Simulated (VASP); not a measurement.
Given:

```
NiO
1.0
    4.11229     2.05364     2.05364
    2.05364     4.11229     2.05364
    2.05364     2.05364     4.11229
Ni O
2 2
Direct
  0.00000   0.00000   0.00000
  0.50000   0.50000   0.50000
  0.25000   0.25000   0.25000
  0.75000   0.75000   0.75000
```
Starting moments (μB, in the order of the record's atoms Ni Ni O O): 1.2 -1.2 0.0 0.0.

Level of theory: AM05 GGA, VASP's PBE PAW potentials (set 64) (plane waves; VASP). Numerical set-up: 520 eV cut-off, Gaussian smearing of 0.050 eV, potentials Ni O.

Question: Give the spin-up energies of bands 6 to 19 at the high-symmetry points, in eV from the valence-band maximum.

Answer: 
| band | Γ | T | H2 | L | S0 | F |
|---|---|---|---|---|---|---|
| 6 | -2.69 | -4.77 | -5.97 | -5.44 | -5.84 | -5.36 |
| 7 | -2.69 | -4.22 | -5.15 | -5.08 | -5.25 | -4.08 |
| 8 | -2.67 | -4.22 | -5.04 | -4.66 | -5.03 | -4.06 |
| 9 | -1.97 | -1.82 | -1.53 | -2.03 | -1.52 | -2.90 |
| 10 | -1.97 | -1.82 | -1.42 | -1.28 | -1.33 | -1.43 |
| 11 | -1.89 | -1.45 | -1.25 | -1.18 | -1.30 | -1.15 |
| 12 | -1.65 | -0.85 | -0.79 | -0.97 | -0.81 | -1.04 |
| 13 | -1.65 | -0.85 | -0.50 | -0.37 | -0.53 | -0.79 |
| 14 | -0.65 | -0.69 | -0.40 | -0.27 | -0.43 | -0.45 |
| 15 | -0.65 | -0.07 | -0.22 | -0.25 | -0.23 | -0.23 |
| 16 | -0.31 | -0.07 | -0.11 | -0.07 | -0.12 | -0.09 |
| 17 | 1.87 | 1.17 | 1.20 | 1.13 | 1.23 | 1.90 |
| 18 | 1.87 | 1.17 | 1.28 | 1.19 | 1.28 | 1.95 |
| 19 | 2.31 | 4.95 | 9.17 | 8.19 | 9.35 | 6.05 |

Question: Give the spin-down energies of bands 6 to 19 at the high-symmetry points, in eV from the valence-band maximum.

Answer: 
| band | Γ | T | H2 | L | S0 | F |
|---|---|---|---|---|---|---|
| 6 | -2.69 | -4.77 | -5.97 | -5.44 | -5.84 | -5.36 |
| 7 | -2.69 | -4.22 | -5.15 | -5.08 | -5.25 | -4.08 |
| 8 | -2.67 | -4.22 | -5.04 | -4.66 | -5.03 | -4.06 |
| 9 | -1.97 | -1.82 | -1.53 | -2.03 | -1.52 | -2.90 |
| 10 | -1.97 | -1.82 | -1.42 | -1.28 | -1.33 | -1.43 |
| 11 | -1.89 | -1.45 | -1.25 | -1.18 | -1.30 | -1.15 |
| 12 | -1.65 | -0.85 | -0.79 | -0.97 | -0.81 | -1.04 |
| 13 | -1.65 | -0.85 | -0.50 | -0.37 | -0.53 | -0.79 |
| 14 | -0.65 | -0.69 | -0.40 | -0.27 | -0.43 | -0.45 |
| 15 | -0.65 | -0.07 | -0.22 | -0.25 | -0.23 | -0.23 |
| 16 | -0.31 | -0.07 | -0.11 | -0.07 | -0.12 | -0.09 |
| 17 | 1.87 | 1.17 | 1.20 | 1.13 | 1.23 | 1.90 |
| 18 | 1.87 | 1.17 | 1.28 | 1.19 | 1.28 | 1.95 |
| 19 | 2.31 | 4.95 | 9.17 | 8.19 | 9.34 | 6.05 |

The gap is indirect, 0.81 eV, from the valence maximum at F-Γ at 0.55 to the conduction minimum at Γ-S0 at 0.73.

The compound is NiO in the rock salt, AFM-II order structure. It was relaxed first.
